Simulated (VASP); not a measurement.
**Mg3TiO4 under changes of volume**

One of the cells (10.234 Å³/atom); the others are scaled copies at fixed shape and fractional positions:

```
CELL_PARAMETERS angstrom
4.34223 0.00000 0.00000
0.00000 4.34223 0.00000
0.00000 0.00000 4.34223
ATOMIC_POSITIONS crystal
Ti 0.00000 0.00000 0.00000
Mg 0.50000 0.50000 0.00000
Mg 0.50000 0.00000 0.50000
Mg 0.00000 0.50000 0.50000
O 0.00000 0.50000 0.00000
O 0.00000 0.00000 0.50000
O 0.50000 0.50000 0.50000
O 0.50000 0.00000 0.00000
```

The cell comes from a database or a generator and needn't be the stable form of this composition.

- Program: VASP 6.6.1
- Functional: PBE
- Potentials or basis: VASP PAW PBE potentials, release 64 (Ti_sv, Mg, O)
- Cutoff: 520 eV
- k mesh: 6 × 6 × 6
- Occupations: fermi-dirac, width 0.05 eV
- Spin: no spin polarisation

```tsv
volume (Å³/atom)	energy over the lowest point (meV/atom)	pressure (GPa)
9.431	8.74	6.9
9.632	2.13	3.2
9.833	0.00	-0.1
10.234	7.41	-5.7
10.435	15.88	-8.0
10.635	?	?
```

Task: What does the run at 10.635 Å³/atom give?

Result: Energy over the lowest point 27.00 meV/atom; pressure -10.1 GPa.

Worked out: A Birch-Murnaghan fit of order 3 (a polynomial in V^(-2/3)) to the other rows has its minimum at 9.83 Å³/atom with B0 = V·E''(V) = 156 GPa and B' = 5.6. It gives 26.99 meV/atom at 10.635 Å³/atom, against the run's 27.00, and -dE/dV = -9.9 GPa, against -10.1.

Energies are extrapolated to zero smearing.
